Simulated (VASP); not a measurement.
Runs of VASP 6.6.1 on CaSc. The cell holds a sheet with vacuum, 2 atoms: a = 6.537 Å, b = 3.205 Å, c = 23.800 Å, α = 90.00°, β = 90.00°, γ = 90.00°. The cell was built by a generator and needn't be a form met in nature.

```csv
level,potentials or basis,gap on the mesh (eV),work function (eV)
PW91,"VASP PAW PBE potentials, release 64 (Ca_sv, Sc_sv)",none,3.23
revPBE,"VASP PAW PBE potentials, release 64 (Ca_sv, Sc_sv)",none,3.14
BLYP,"VASP PAW PBE potentials, release 64 (Ca_sv, Sc_sv)",none,(a)
PBEsol,"VASP PAW PBE potentials, release 64 (Ca_sv, Sc_sv)",none,(b)
LDA,"VASP PAW LDA potentials, release 64 (Ca_sv, Sc_sv)",none,3.33
```

Alike in all rows: task work function; no spin polarisation; cell as given; k mesh 4 × 8 × 1; cutoff (eV) 520; smearing fermi-dirac 0.05 eV.

**Question.** Estimate the missing entries.

**Answer.** (a) 2.78; (b) 3.27.

A gap of «none» marks a metal or a gap under the smearing width.

Runs at the PBE level aren't shown here.
